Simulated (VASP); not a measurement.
All values below come from PBE GGA with D3 dispersion (Becke-Johnson damping), VASP's PBE PAW potentials (set 64) (plane waves; VASP).

Input for VASP

File KPOINTS:
```
Automatic mesh
0
Gamma
18 18 18
0 0 0
```

INCAR:
```
! general
SYSTEM  = Pd
PREC    = Accurate
ENCUT   = 520
LREAL   = F   ! projection in real space or not
LASPH   = T

! electronic loop
EDIFF   = 1E-7   ! SCF stop (eV)
NELM    = 100
ALGO    = Normal   ! blocked Davidson
LMAXMIX = 4

! smearing
ISMEAR  = -5   ! tetrahedra, Bloechl

! functional
GGA     = PE
IVDW    = 12

! ions
ISIF    = 2

! output
LWAVE   = F
LCHARG  = T
LORBIT  = 11   ! lm-projected
NEDOS   = 601
```

**POSCAR**
```
Pd
1
   -0.0000000000     1.9442848013     1.9442848013
    1.9442848013     0.0000000000     1.9442848013
    1.9442848013     1.9442848013     0.0000000000
Pd
1
Direct
  0.0000000000   0.0000000000   0.0000000000
```

POTCAR, in this order: Pd (PBE.64 set). Program: vasp_std.

Question: Estimate the energy per atom (σ→0), dispersion energy, band gap (on the k-mesh).

Answer: 
| Property | Result |
|---|---|
| energy per atom (σ→0) | -5.874 eV/atom |
| dispersion energy | -0.670 eV |
| band gap (on the k-mesh) | none (metal, semimetal or under 0.01 eV) |

OSZICAR:
```
...
DAV:   6    -0.521982047631E+01    0.26505E+00   -0.12003E+00  3597   0.103E+01    0.385E+00
DAV:   7    -0.520780433617E+01    0.12016E-01   -0.11607E-02  3938   0.956E-01    0.199E+00
DAV:   8    -0.520388961298E+01    0.39147E-02   -0.12251E-03  3834   0.328E-01    0.749E-02
DAV:   9    -0.520387390478E+01    0.15708E-04   -0.26585E-05  4178   0.529E-02    0.126E-02
DAV:  10    -0.520387701327E+01   -0.31085E-05   -0.18934E-06  3917   0.144E-02    0.587E-03
DAV:  11    -0.520387652347E+01    0.48980E-06   -0.22054E-08  3312   0.167E-03    0.470E-04
DAV:  12    -0.520387654044E+01   -0.16977E-07   -0.26918E-09  1864   0.602E-04
   1 F= -.58743586E+01 E0= -.58743586E+01  d E =0.000000E+00
```

The compound is Pd in the fcc structure. It was relaxed first.
